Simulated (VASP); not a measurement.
GaP:

```
Ga P
1.0
     0.00000    2.72503    2.72503
     2.72503    0.00000    2.72503
     2.72503    2.72503    0.00000
Ga P
1 1
Direct
  0.00000 0.00000 0.00000
  0.75000 0.75000 0.75000
```

The cell is a database's computed one.

Base run:

* Program: VASP 6.6.1
* Functional: PBE0
* Potentials or basis: VASP PAW PBE potentials, release 64 (Ga_d, P)
* Cutoff: 450 eV
* k mesh: 8 × 8 × 8
* Occupations: gaussian, width 0.02 eV
* Spin: no spin polarisation

Its results: band gap on the k mesh 2.95 eV, indirect (least direct gap 3.42 eV); pressure 0.2 GPa.

The run is repeated on the same cell with these changes: functional from PBE0 to HSE06. What comes out?

Band gap on the k mesh 2.31 eV, indirect (least direct gap 2.81 eV); pressure 0.4 GPa.

Caveats: the PAW data sets were made with another functional, which shifts forces and pressure a little.
